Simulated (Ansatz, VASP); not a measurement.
# La2O3: VASP beside Ansatz, part 2 of 2

Aim: how closely do two programs agree when they are given the same cell, functional and k mesh? The structure shown is the start of the Ansatz relaxation below; VASP solves that cell, so the two are compared at the walk's first step.

VASP 6.6.1 and Ansatz 0.2.0.

So far. Step 3 (VASP: single point, LDA, start cell, pair 1): The run ends at a pressure of 1.61 GPa, with forces up to 0.15 eV/Å.

### 6. Ansatz: relaxation, LDA

Level of this step: Ansatz beside VASP: Kohn-Sham DFT, plane waves, LDA (Ansatz).

The two programs are compared at the cell with which this relaxation starts, whose forces are those of its first step. The cell compared in this pair holds 76.93 Å³, against 76.54 Å³ for the pair before.

The structure compared here is the start of the Ansatz relaxation; VASP solves that cell, so the two are compared at the walk's first step.

Input file input.yaml:

```yaml
crystal:
  lattice:
    - [3.8831065568, 0.0, 0.0]
    - [-1.9415532784, 3.3628689238, 0.0]
    - [0.0, 0.0, 5.8912175433]
  atoms:
    - { symbol: O, position: [0.6666666667, 0.3333333333, 0.3533887118] }
    - { symbol: O, position: [0.3333333333, 0.6666666667, 0.6466112882] }
    - { symbol: O, position: [0.0, 0.0, 0.0] }
    - { symbol: La, position: [0.6666666667, 0.3333333333, 0.7560294688] }
    - { symbol: La, position: [0.3333333333, 0.6666666667, 0.2439705312] }
kpoints:
  mp_grid: { grid: [9, 9, 4] }
hamiltonian:
  xc: lda
  pseudopotentials: { kind: paw, azcp: { folder: soft_1 }, xc_functional: pbe }
scf:
  occupations: { method: fixed }
output:
  forces: true
  stress: true
  eigenvalues: true
relax:
  adjacent_minimum: "off"
  f_tol: 0.001
  max_steps: 60
  cell: { stress_tol: 0.01, fix: [c, angles] }
```

Run with:

```sh
> ansatz run input.yaml --threads 8 --pin off --max-ram 16384MiB --backend cpu --events-out ev --progress --plain --runs-dir out
```

Numbers of over 12 decimals in the logs are rounded to 6 here.

Output:

```text
[...]
Crystal: 5 atoms, lattice volume = 76.930 Å³
Basis set: ecut = 420 eV, 1519 PW (Γ)
Bands: 25, of which v1, the nominal top of the filled ones, is band 20 counted from 1 (19 counted from 0)
Symmetry: 4 space group operations
k-points: 95 of 324
[...]
cell:  # Å, volume = 77.3242 Å³
    - [3.893048, -4.235652659369356e-19, 0]
    - [-1.946524, 3.371478, 0]
    - [0, 0, 5.8912175433]
  atoms:
    - { symbol: O, position: [0.666667, 0.333333, 0.352088] }
    - { symbol: O, position: [0.333333, 0.666667, 0.647912] }
    - { symbol: O, position: [0, 0, 0.0] }
    - { symbol: La, position: [0.666667, 0.333333, 0.756944] }
    - { symbol: La, position: [0.333333, 0.666667, 0.243056] }
[key lines of the parts left out:]
SCF converged after 7 iterations
Free energy (F): -13828.308623 eV
Fermi energy:    10.058295 eV
P = ⅓ Tr σ = 0.2976 GPa (2.976 kbar)
```

### 7. VASP: single point, LDA, start cell, pair 2

The same cell, functional (in two slightly different forms) and mesh now go to VASP, with its own data sets.

Input file INCAR:

```
SYSTEM = La2O3
PREC = Accurate
ENCUT = 520
EDIFF = 1E-06
NELM = 200
ISMEAR = 0
SIGMA = 0.01
LREAL = .FALSE.
ALGO = Normal
GGA = CA
NBANDS = 26
LASPH = .TRUE.
LORBIT = 11
LWAVE = .FALSE.
LCHARG = .FALSE.
ISIF = 2
GGA_COMPAT = .FALSE.
EFERMI = MIDGAP
LMAXMIX = 6
KPAR = 2
```

Input file POSCAR:

```
La2O3
1.0
    3.8831070000      0.0000000000      0.0000000000
   -1.9415530000      3.3628690000      0.0000000000
    0.0000000000      0.0000000000      5.8912180000
O La
3 2
Direct
    0.6666664454      0.3333332342      0.3533887220
    0.3333332971      0.6666667658      0.6466112780
    0.0000000000      0.0000000000      0.0000000000
    0.6666664454      0.3333332342      0.7560293983
    0.3333332971      0.6666667658      0.2439704319
```

Input file KPOINTS:

```
Automatic mesh
0
Gamma
9 9 4
0 0 0
```

PAW data sets: O and La (LDA family, release 64).

Run with:

```sh
> mpirun -np 2 vasp_std
```

Output:

```text
[... set-up lines as in an earlier step ...]
 entering main loop
       N       E                     dE             d eps       ncg     rms          rms(c)
DAV:   1     0.465808642446E+03    0.46581E+03   -0.15729E+04  2308   0.241E+03
DAV:   2     0.837609878620E+02   -0.38205E+03   -0.37049E+03  3124   0.382E+02
DAV:   3    -0.340870830079E+02   -0.11785E+03   -0.11519E+03  3848   0.208E+02
DAV:   4    -0.504224671923E+02   -0.16335E+02   -0.16307E+02  3794   0.812E+01
[...]
DAV:  13    -0.458927523123E+02   -0.22729E-04   -0.71127E-04  4016   0.186E-01    0.324E-02
DAV:  14    -0.458927332124E+02    0.19100E-04   -0.14783E-04  3912   0.105E-01    0.426E-03
DAV:  15    -0.458927341754E+02   -0.96296E-06   -0.90334E-06  3352   0.235E-02
   1 F= -.45892734E+02 E0= -.45892734E+02  d E =0.000000E+00
```

OUTCAR, selected parts (step 7):

```text
  Total        0.4854191      0.4854190      0.8627395      0.0000001      0.0000000     -0.0000000
  in kB       10.1095775     10.1095756     17.9678395      0.0000015      0.0000000     -0.0000000
  external PRESSURE =      12.7289975 kB  Pullay stress =       0.0000000 kB

 POSITION                                       TOTAL-FORCE (eV/Angst)
 -----------------------------------------------------------------------------------
      1.94155      1.12096      2.08189         0.000000     -0.000000     -0.034417
      0.00000      2.24191      3.80933        -0.000000      0.000000      0.034417
      0.00000      0.00000      0.00000        -0.000000     -0.000000      0.000000
      1.94155      1.12096      4.45393         0.000000      0.000000      0.140832
      0.00000      2.24191      1.43728        -0.000000     -0.000000     -0.140832
 -----------------------------------------------------------------------------------
    total drift:                                0.002319     -0.000000      0.001147

  FREE ENERGIE OF THE ION-ELECTRON SYSTEM (eV)
  ---------------------------------------------------
  free  energy   TOTEN  =       -45.8927341754 eV

  energy  without entropy=      -45.8927341754  energy(sigma->0) =      -45.89273418

[... 1 part as in an earlier step ...]

[... 2 further parts left out ...]
[key lines of the parts left out:]
E-fermi :   8.1701
```

The run ends at a pressure of 1.27 GPa, with forces up to 0.14 eV/Å.

### 8. Comparison

Forces (eV/Å; atoms numbered as in POSCAR):

| atom | Ansatz x, y, z | VASP x, y, z |
| --- | --- | --- |
| O1 | 0.000, 0.000, -0.035 | 0.000, 0.000, -0.034 |
| O2 | 0.000, 0.000, 0.035 | 0.000, 0.000, 0.034 |
| O3 | 0.000, 0.000, 0.000 | 0.000, 0.000, 0.000 |
| La4 | 0.000, 0.000, 0.131 | 0.000, 0.000, 0.141 |
| La5 | 0.000, 0.000, -0.131 | 0.000, 0.000, -0.141 |

The forces differ by 3.8 meV/Å r.m.s., which is 7.1 % of the r.m.s. force of 0.053 eV/Å (both taken over all components).

### 9. Further runs

Further runs change the set-up of one program: Ansatz's method, potentials or start, or VASP's data sets, cutoff or form of LDA. The table gives that difference for each run.

| run | r.m.s. force difference (meV/Å) |
| --- | --- |
| as above | 3.8 |
| VASP with a cutoff of 600 eV (perhaps on Ansatz's relaxed cell) | 3.1 |

### 10. Ansatz: relaxation, LDA

The two programs are compared at the cell with which this relaxation starts, whose forces are those of its first step. The cell compared in this pair holds 75.78 Å³, against 76.93 Å³ for the pair before.

The structure compared here is the start of the Ansatz relaxation; VASP solves that cell, so the two are compared at the walk's first step.

input.yaml, the sections that differ from step 6:

```yaml
crystal:
  lattice:
    - [3.9137841977, 0.0, 0.0]
    - [-1.9568920988, 3.3894365401, 0.0]
    - [0.0, 0.0, 5.7126957996]
  atoms:
    - { symbol: O, position: [0.6666666795, 0.3333333205, 0.3491517995] }
    - { symbol: O, position: [0.3333333205, 0.6666666795, 0.6508482005] }
    - { symbol: O, position: [0.0, 0.0, 0.0] }
    - { symbol: La, position: [0.6666666646, 0.3333333354, 0.7589377264] }
    - { symbol: La, position: [0.3333333354, 0.6666666646, 0.2410622736] }
# kpoints, hamiltonian, scf, output, relax: as in step 6
```

Run with:

```sh
> ansatz run input.yaml --threads 8 --pin off --max-ram 16384MiB --backend cpu --events-out ev --progress --plain --runs-dir out
```

Output:

```text
[...]
Crystal: 5 atoms, lattice volume = 75.782 Å³
Basis set: ecut = 420 eV, 1507 PW (Γ)
Bands: 25, of which v1, the nominal top of the filled ones, is band 20 counted from 1 (19 counted from 0)
Symmetry: 4 space group operations
k-points: 95 of 324
[...]
cell:  # Å, volume = 76.2019 Å³
    - [3.924616, -2.8947475601985528e-11, 0]
    - [-1.962308, 3.398817, 0]
    - [0, 0, 5.7126957996]
  atoms:
    - { symbol: O, position: [0.666667, 0.333333, 0.347520] }
    - { symbol: O, position: [0.333333, 0.666667, 0.652480] }
    - { symbol: O, position: [0, 0, 0] }
    - { symbol: La, position: [0.666667, 0.333333, 0.760008] }
    - { symbol: La, position: [0.333333, 0.666667, 0.239992] }
[key lines of the parts left out:]
SCF converged after 7 iterations
Free energy (F): -13828.276279 eV
Fermi energy:    10.318116 eV
P = ⅓ Tr σ = 1.1479 GPa (11.479 kbar)
```

### 11. VASP: single point, LDA, start cell, pair 3

The same cell, functional (in two slightly different forms) and mesh now go to VASP, with its own data sets.

INCAR is that of step 7.

Input file POSCAR:

```
La2O3
1.0
    3.9137840000      0.0000000000      0.0000000000
   -1.9568920000      3.3894370000      0.0000000000
    0.0000000000      0.0000000000      5.7126960000
O La
3 2
Direct
    0.6666666175      0.3333332350      0.3491517840
    0.3333332350      0.6666664700      0.6508482160
    0.0000000000      0.0000000000      0.0000000000
    0.6666666175      0.3333332350      0.7589376365
    0.3333332350      0.6666664700      0.2410621885
```

KPOINTS is that of step 7.

Run with:

```sh
> mpirun -np 2 vasp_std
```

Output:

```text
[... set-up lines as in an earlier step ...]
 entering main loop
       N       E                     dE             d eps       ncg     rms          rms(c)
DAV:   1     0.455647270728E+03    0.45565E+03   -0.15533E+04  2332   0.241E+03
DAV:   2     0.798809392206E+02   -0.37577E+03   -0.36518E+03  3116   0.384E+02
DAV:   3    -0.349974841269E+02   -0.11488E+03   -0.11225E+03  3876   0.203E+02
DAV:   4    -0.504385930794E+02   -0.15441E+02   -0.15415E+02  3884   0.795E+01
[...]
DAV:  13    -0.458596471049E+02   -0.26861E-04   -0.70052E-04  3976   0.183E-01    0.323E-02
DAV:  14    -0.458596291670E+02    0.17938E-04   -0.12846E-04  4000   0.102E-01    0.583E-03
DAV:  15    -0.458596298845E+02   -0.71744E-06   -0.90397E-06  3328   0.212E-02
   1 F= -.45859630E+02 E0= -.45859630E+02  d E =0.000000E+00
```

Parts of OUTCAR (step 11):

```text
  Total        0.5218181      0.5218182      2.1836671      0.0000000     -0.0000000      0.0000000
  in kB       11.0322514     11.0322555     46.1669814      0.0000000     -0.0000000      0.0000000
  external PRESSURE =      22.7438294 kB  Pullay stress =       0.0000000 kB

 POSITION                                       TOTAL-FORCE (eV/Angst)
 -----------------------------------------------------------------------------------
      1.95689      1.12981      1.99460         0.000000     -0.000000     -0.052776
     -0.00000      2.25962      3.71810        -0.000000      0.000000      0.052776
      0.00000      0.00000      0.00000        -0.000000      0.000000     -0.000000
      1.95689      1.12981      4.33558        -0.000000     -0.000000      0.165603
     -0.00000      2.25962      1.37711        -0.000000      0.000000     -0.165603
 -----------------------------------------------------------------------------------
    total drift:                               -0.000000      0.002320      0.001131

  FREE ENERGIE OF THE ION-ELECTRON SYSTEM (eV)
  ---------------------------------------------------
  free  energy   TOTEN  =       -45.8596298845 eV

  energy  without entropy=      -45.8596298845  energy(sigma->0) =      -45.85962988

[... 1 part as in an earlier step ...]

[... 2 further parts left out ...]
[key lines of the parts left out:]
E-fermi :   8.3230
```

The run ends at a pressure of 2.27 GPa, with forces up to 0.17 eV/Å.

### 12. Comparison

Forces (eV/Å; atoms numbered as in POSCAR):

| atom | Ansatz x, y, z | VASP x, y, z |
| --- | --- | --- |
| O1 | 0.000, 0.000, -0.053 | 0.000, 0.000, -0.053 |
| O2 | 0.000, 0.000, 0.053 | 0.000, 0.000, 0.053 |
| O3 | 0.000, 0.000, 0.000 | 0.000, 0.000, 0.000 |
| La4 | 0.000, 0.000, 0.154 | 0.000, 0.000, 0.166 |
| La5 | 0.000, 0.000, -0.154 | 0.000, 0.000, -0.166 |

The forces differ by 4.3 meV/Å r.m.s., which is 6.9 % of the r.m.s. force of 0.063 eV/Å (both taken over all components).

### 13. Other set-ups

Further runs change the set-up of one program: Ansatz's method, potentials or start, or VASP's data sets, cutoff or form of LDA. The table gives that difference for each run.

| run | r.m.s. force difference (meV/Å) |
| --- | --- |
| as above | 4.3 |
| VASP with a cutoff of 600 eV (perhaps on Ansatz's relaxed cell) | 3.6 |

### 14. Summary of results

| Property | Result |
| --- | --- |
| r.m.s. force difference (single point, LDA, start cell, pair 1) | 4.0 meV/Å |
| r.m.s. force difference (single point, LDA, start cell, pair 2) | 3.8 meV/Å |
| r.m.s. force difference (single point, LDA, start cell, pair 3) | 4.3 meV/Å |

In words: The r.m.s. force difference is 4.3 meV/Å (single point, LDA, start cell, pair 3), within the 12 meV/Å picked in this series as the mark of a large difference. 8 further runs of this series are not shown here. Such differences can come from data sets, numerical settings and the points named under the comparisons, not from the functional's error against experiment.

[Lines on the potential files, build, host, timing and source positions are cut from VASP's logs without a mark.]

[Logs are printed without paths, hosts, clocks, repeated set-up lines and the standing remarks that a program may print on its own settings, such as how far it seeks lower states.]

[Hosts, paths, dates, database ids (printed as entryN), source tags and the programs' standing remarks are cut or masked in the printed files.]

[Rows of further runs with another cutoff or data set may stand on the cell that Ansatz relaxed, not on the start cell of the pair above them.]
